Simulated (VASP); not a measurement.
# Ba2Tl5V3O12 (R-3m) in VASP: further runs, part 2 of 2

VASP 6.6.1. Earlier steps stand in the parts before.

## Step 3: Band structure, BLYP, collinear spin, ferromagnetic start

This run uses another cell than the first one, of 18.75 Å³/atom, 1.035 times its volume.

Contents of INCAR:

```
AGGAC    = 1.0          
AGGAX    = 1.0          
ALDAC    = 0.0          
ALDAX    = 1.0          
ALGO     = Fast           # electronic algorithm
EDIFF    = 1E-6           # SCF threshold, eV
ENCUT    = 520            # plane-wave cutoff, eV
GGA      = B5             # functional
ISIF     = 2              # what is computed and relaxed
ISMEAR   = -1             # smearing method
ISPIN    = 2              # spin polarisation
KPAR     = 4            
LASPH    = True           # aspherical terms in the spheres
LCHARG   = False          # write CHGCAR
LMAXMIX  = 4              # l up to which the mixer works
LORBIT   = 11             # projections on sites
LREAL    = False          # projectors in reciprocal space
LWAVE    = False          # write WAVECAR
MAGMOM   = 0 0 2 2 2 0 0 0 0 0 0 0 0 0 0 0 0 0 0 0 0 0 # initial moments
NELM     = 150            # most SCF steps
PREC     = Accurate       # precision mode
SIGMA    = 0.05           # smearing width, eV
```

Contents of KPOINTS:

```
k-points
0
Gamma
  4 4 4
```

Contents of POSCAR:

```
Ba2Tl5V3O12                             
1.0
    4.3067751563      2.4865161771      6.4206539455
   -4.3067751563      2.4865161771      6.4206539455
   -0.0000000000     -4.9730323543      6.4206539455
  Ba              V               Tl              O             
     2     3     5    12
Direct
     0.5000019454605735    0.5000019454605735    0.5000019454605735
     0.9999990678924933    0.9999990678924933    0.9999990678924933
     0.5000055968983665    0.5000055968983665    0.0000045224135459
     0.0000045224135367    0.5000055968983755    0.5000055968983665
     0.5000055968983755    0.0000045224135367    0.5000055968983665
     0.9999986157574644    0.9999986157574644    0.4999979165725945
     0.4999979165725952    0.9999986157574637    0.9999986157574644
     0.9999986157574637    0.4999979165725952    0.9999986157574644
     0.7428928365942289    0.7428928365942289    0.7428928365942289
     0.2571056319288514    0.2571056319288514    0.2571056319288514
     0.7108349957952352    0.0790755956370033    0.4114319444921118
     0.4114319444633511    0.7108349958068444    0.0790755956541551
     0.0790755956657641    0.4114319444805028    0.7108349957780837
     0.5885686260946399    0.9209167665428343    0.2891568983511975
     0.9209167665715845    0.2891568983340494    0.5885686260830377
     0.2891568983224472    0.5885686261117880    0.9209167665544367
     0.2891568983340494    0.9209167665715845    0.5885686260830377
     0.5885686261117880    0.2891568983224472    0.9209167665544367
     0.9209167665428343    0.5885686260946399    0.2891568983511975
     0.4114319444805028    0.0790755956657641    0.7108349957780837
     0.0790755956370033    0.7108349957952352    0.4114319444921118
     0.7108349958068444    0.4114319444633511    0.0790755956541551
```

Contents of KPOINTS_OPT:

```
path GLB1,BZGX,QFP1Z,LP
15
line-mode
reciprocal
 0.0000000000  0.0000000000  0.0000000000  G
 0.5000000000  0.0000000000  0.0000000000  L

 0.5000000000  0.0000000000  0.0000000000  L
 0.5000000000  0.2728865088 -0.2728865088  B1

 0.7271134912  0.5000000000  0.2728865088  B
 0.5000000000  0.5000000000  0.5000000000  Z

 0.5000000000  0.5000000000  0.5000000000  Z
 0.0000000000  0.0000000000  0.0000000000  G

 0.0000000000  0.0000000000  0.0000000000  G
 0.3864432544  0.0000000000 -0.3864432544  X

 0.6135567456  0.3864432544  0.0000000000  Q
 0.5000000000  0.5000000000  0.0000000000  F

 0.5000000000  0.5000000000  0.0000000000  F
 0.6135567456  0.6135567456  0.2728865088  P1

 0.6135567456  0.6135567456  0.2728865088  P1
 0.5000000000  0.5000000000  0.5000000000  Z

 0.5000000000  0.0000000000  0.0000000000  L
 0.7271134912  0.3864432544  0.3864432544  P
```

Potentials or basis: VASP PAW PBE potentials, release 64 (Ba_sv, V_sv, Tl_d, O).

Run with:

```console
$ cat potpaw_PBE.64/Ba_sv/POTCAR potpaw_PBE.64/V_sv/POTCAR potpaw_PBE.64/Tl_d/POTCAR potpaw_PBE.64/O/POTCAR > POTCAR
$ mpirun -np 4 vasp_std > vasp.out
```

OUTCAR:

```text
EDIFF = 1E-6
   ENCUT = 520
   GGA = B5
   ISIF = 2
   ISMEAR = -1
   ISPIN = 2
   LASPH = True
   LORBIT = 11
   LREAL = False
   NELM = 150
   PREC = Accurate

 ion  position               nearest neighbor table
   1  0.500  0.500  0.500-  16 3.33  18 3.33  14 3.33  19 3.33  15 3.33  17 3.33  12 3.33  22 3.33
                            20 3.33  13 3.33  21 3.33  11 3.33   7 4.31   8 4.31   7 4.31   8 4.31
   2  1.000  1.000  1.000-  14 3.28  19 3.28  17 3.28  15 3.28  18 3.28  16 3.28  13 3.28  20 3.28
                            11 3.28  21 3.28  12 3.28  22 3.28   6 4.06   7 4.06   8 4.06   6 4.06
   3  0.500  0.500  0.000-  12 1.83  22 1.83  18 1.83  16 1.83   9 2.89  10 2.89
   4  0.000  0.500  0.500-  21 1.83  13 1.83  15 1.83  19 1.83   9 2.89  10 2.89
   5  0.500  0.000  0.500-  11 1.83  20 1.83  17 1.83  14 1.83   9 2.89  10 2.89
   6  1.000  1.000  0.500-  15 2.49  17 2.49  11 2.49  21 2.49   9 3.04  10 3.04   2 4.06   2 4.06
                             1 4.31   1 4.31
   7  0.500  1.000  1.000-  14 2.49  18 2.49  20 2.49  12 2.49   9 3.04  10 3.04   2 4.06   2 4.06
                             1 4.31   1 4.31
   8  1.000  0.500  1.000-  19 2.49  16 2.49  13 2.49  22 2.49   9 3.04  10 3.04   2 4.06   2 4.06
                             1 4.31   1 4.31
   9  0.743  0.743  0.743-  12 2.89  22 2.89  21 2.89  11 2.89  13 2.89  20 2.89   3 2.89   4 2.89
                             5 2.89   6 3.04   7 3.04   8 3.04
  10  0.257  0.257  0.257-  16 2.89  18 2.89  17 2.89  15 2.89  14 2.89  19 2.89   3 2.89   4 2.89
                             5 2.89   6 3.04   7 3.04   8 3.04
  11  0.711  0.079  0.411-   5 1.83   6 2.49   9 2.89   2 3.28   1 3.33
  12  0.411  0.711  0.079-   3 1.83   7 2.49   9 2.89   2 3.28   1 3.33
  13  0.079  0.411  0.711-   4 1.83   8 2.49   9 2.89   2 3.28   1 3.33
  14  0.589  0.921  0.289-   5 1.83   7 2.49  10 2.89   2 3.28   1 3.33
  15  0.921  0.289  0.589-   4 1.83   6 2.49  10 2.89   2 3.28   1 3.33
  16  0.289  0.589  0.921-   3 1.83   8 2.49  10 2.89   2 3.28   1 3.33
  17  0.289  0.921  0.589-   5 1.83   6 2.49  10 2.89   2 3.28   1 3.33
  18  0.589  0.289  0.921-   3 1.83   7 2.49  10 2.89   2 3.28   1 3.33
  19  0.921  0.589  0.289-   4 1.83   8 2.49  10 2.89   2 3.28   1 3.33
  20  0.411  0.079  0.711-   5 1.83   7 2.49   9 2.89   2 3.28   1 3.33
  21  0.079  0.711  0.411-   4 1.83   6 2.49   9 2.89   2 3.28   1 3.33
[... 1719 lines left out ...]
      6     -35.2495      1.00000
[... 1458 lines left out ...]
    109       5.4802      0.00000
    110       5.4802      0.00000
 [bands above 110 left out]

------------------------ aborting loop because EDIFF is reached ----------------------------------------

  FORCE on cell =-STRESS in cart. coord.  units (eV):
  Direction    XX          YY          ZZ          XY          YZ          ZX
  --------------------------------------------------------------------------------------
  -------------------------------------------------------------------------------------
  Total        0.1698146      0.1698144     -0.1005601      0.0000000      0.0000000      0.0000000
  in kB        0.6594953      0.6594945     -0.3905371      0.0000000      0.0000000      0.0000000
  external PRESSURE =       0.3094842 kB  Pullay stress =       0.0000000 kB

 VOLUME and BASIS-vectors are now :
 -----------------------------------------------------------------------------
  energy-cutoff  :      520.00
  volume of cell :      412.55
      direct lattice vectors                 reciprocal lattice vectors
     4.306775156  2.486516177  6.420653945     0.116096147  0.067028185  0.051915792
    -4.306775156  2.486516177  6.420653945    -0.116096147  0.067028185  0.051915792
     0.000000000 -4.973032354  6.420653945     0.000000000 -0.134056370  0.051915792

 POSITION                                       TOTAL-FORCE (eV/Angst)
 -----------------------------------------------------------------------------------
      0.00000     -0.00000      9.63102         0.000000     -0.000000      0.000807
      0.00000     -0.00000     19.26194         0.000000      0.000000     -0.000431
      0.00000      2.48652      6.42075         0.000000     -0.000284     -0.003383
     -2.15339     -1.24326      6.42075         0.000246      0.000142     -0.003383
      2.15339     -1.24326      6.42075        -0.000246      0.000142     -0.003383
      0.00000      2.48652     16.05160         0.000000      0.000116      0.001054
[... 14 lines left out ...]
     -2.72085     -0.08194      7.71340        -0.002791      0.011513      0.000047
      1.28946      2.39729      7.71340         0.011366     -0.003340      0.000047
 -----------------------------------------------------------------------------------
    total drift:                                0.000000     -0.000000     -0.000422

  FREE ENERGIE OF THE ION-ELECTRON SYSTEM (eV)
  ---------------------------------------------------
  free  energy   TOTEN  =      -121.7896884363 eV

  energy  without entropy=     -121.7058249903  energy(sigma->0) =     -121.74775671

 total charge

# of ion       s       p       d       tot
------------------------------------------
    1        1.989   5.606   0.114   7.709
    2        1.989   5.606   0.119   7.714
    3        2.274   6.365   3.003  11.642
    4        2.274   6.365   3.003  11.642
    5        2.274   6.365   3.003  11.642
    6        1.104   0.308   9.716  11.128
[... 14 lines left out ...]
   21        1.579   3.344   0.000   4.922
   22        1.579   3.344   0.000   4.922
--------------------------------------------------
tot         35.372  72.180  57.734 165.286

 magnetization (x)

# of ion       s       p       d       tot
------------------------------------------
    1        0.000   0.000   0.000   0.000
    2        0.000  -0.000   0.000   0.000
    3        0.000   0.000   0.000   0.000
    4        0.000   0.000   0.000   0.000
    5        0.000   0.000   0.000   0.000
    6       -0.000   0.000  -0.000  -0.000
[... 14 lines left out ...]
   21       -0.000  -0.000   0.000  -0.000
   22       -0.000  -0.000   0.000  -0.000
--------------------------------------------------
tot          0.000  -0.000   0.001   0.000
```

Run time: 38 min. Hardware: 4 MPI ranks of Intel Xeon 6975P-C (Granite Rapids), shared host; peak memory 1.8 GiB.

What came out:

```
Free energy                                           : -121.7897 eV
Pressure                                              : 0.0 GPa
Largest force                                         : 0.012 eV/Å
Band gap along the path                               : none (metal or under the smearing width)
Net moment                                            : 0.00 μB per cell
Valence electrons inside the program's atomic spheres : Ba 7.71; V 11.64; Tl 11.13, 11.24; O 4.92
```

Forces on the atoms (eV/Å):
```
Ba   0.000  0.000  0.001
Ba   0.000  0.000  0.000
V    0.000  0.000 -0.003
V    0.000  0.000 -0.003
V    0.000  0.000 -0.003
Tl   0.000  0.000  0.001
Tl   0.000  0.000  0.001
Tl   0.000  0.000  0.001
Tl   0.000  0.000 -0.008
Tl   0.000  0.000  0.008
O    0.003  0.012  0.000
O   -0.011 -0.003  0.000
O    0.009 -0.008  0.000
O    0.008  0.007  0.001
O    0.002 -0.010  0.001
O   -0.010  0.003  0.001
O   -0.002 -0.010  0.001
O    0.010  0.003  0.001
O   -0.008  0.007  0.001
O   -0.009 -0.008  0.000
O   -0.003  0.012  0.000
O    0.011 -0.003  0.000
```

Levels at the corners of the path, in eV from the Fermi level:
Spin up:
```tsv
point	band 96	band 97	band 98	band 99	band 100	band 101
Γ	-0.42	-0.42	-0.09	0.16	0.26	0.26
L	-0.43	-0.30	-0.05	0.05	0.12	0.38
L	-0.43	-0.30	-0.05	0.05	0.12	0.38
B1	-0.47	-0.46	0.08	0.09	0.47	0.73
B	-0.47	-0.46	0.08	0.09	0.47	0.73
Z	-0.32	-0.17	0.19	0.19	0.36	0.36
Z	-0.32	-0.17	0.19	0.19	0.36	0.36
Γ	-0.42	-0.42	-0.09	0.16	0.26	0.26
Γ	-0.42	-0.42	-0.09	0.16	0.26	0.26
X	-0.51	-0.37	-0.05	0.12	0.64	0.66
Q	-0.51	-0.37	-0.05	0.12	0.64	0.66
F	-0.48	-0.43	-0.06	0.23	0.70	0.89
F	-0.48	-0.43	-0.06	0.23	0.70	0.89
P1	-0.48	-0.45	0.09	0.21	0.34	0.68
P1	-0.48	-0.45	0.09	0.21	0.34	0.68
Z	-0.32	-0.17	0.19	0.19	0.36	0.36
L	-0.43	-0.30	-0.05	0.05	0.12	0.38
P	-0.48	-0.45	0.09	0.21	0.34	0.68
```
Spin down:
```csv
point,band 95,band 96,band 97,band 98,band 99,band 100,band 101,band 102
Γ,-0.61,-0.42,-0.42,-0.09,0.16,0.26,0.26,1.15
L,-0.59,-0.43,-0.30,-0.05,0.05,0.12,0.38,1.50
L,-0.59,-0.43,-0.30,-0.05,0.05,0.12,0.38,1.50
B1,-0.51,-0.47,-0.46,0.08,0.09,0.47,0.73,1.53
B,-0.51,-0.47,-0.46,0.08,0.09,0.47,0.73,1.53
Z,-0.59,-0.32,-0.17,0.19,0.19,0.36,0.36,1.38
Z,-0.59,-0.32,-0.17,0.19,0.19,0.36,0.36,1.38
Γ,-0.61,-0.42,-0.42,-0.09,0.16,0.26,0.26,1.15
Γ,-0.61,-0.42,-0.42,-0.09,0.16,0.26,0.26,1.15
X,-0.53,-0.51,-0.37,-0.05,0.12,0.64,0.66,1.53
Q,-0.53,-0.51,-0.37,-0.05,0.12,0.64,0.66,1.53
F,-0.52,-0.48,-0.43,-0.06,0.23,0.70,0.89,1.20
F,-0.52,-0.48,-0.43,-0.06,0.23,0.70,0.89,1.20
P1,-0.53,-0.48,-0.45,0.09,0.21,0.34,0.68,1.51
P1,-0.53,-0.48,-0.45,0.09,0.21,0.34,0.68,1.51
Z,-0.59,-0.32,-0.17,0.19,0.19,0.36,0.36,1.38
L,-0.59,-0.43,-0.30,-0.05,0.05,0.12,0.38,1.50
P,-0.53,-0.48,-0.45,0.09,0.21,0.34,0.68,1.51
```

Caveat: the PAW data sets were made with another functional, which shifts forces and pressure a little; spin-orbit coupling is left out, which moves the levels of the heavy elements; semilocal functionals often make such compounds metallic where correlation or magnetic order opens a gap, which also shifts bond lengths.
